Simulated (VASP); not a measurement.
Given:

```yaml
crystal:
  lattice:
    - [0.00000, 3.34074, 3.34074]
    - [3.34074, 0.00000, 3.34074]
    - [3.34074, 3.34074, 0.00000]
  atoms:
    - { symbol: Sr, position: [0.00000, 0.00000, 0.00000] }
    - { symbol: Te, position: [0.50000, 0.50000, 0.50000] }
```

Computed with PBEsol GGA, VASP's PBE PAW potentials (set 64) (plane waves; VASP 6.6.1). Numerical set-up: 520 eV cut-off, 7×7×7 Γ-centred mesh, Gaussian smearing of 0.050 eV, potentials Sr_sv Te.

Problem. Predict the energy per atom (σ→0).

Solution. 
The energy per atom (σ→0) is -4.413 eV/atom.

The compound is SrTe in the rock salt structure. This cell is one point of a volume scan, at 1.03 of the reference volume.
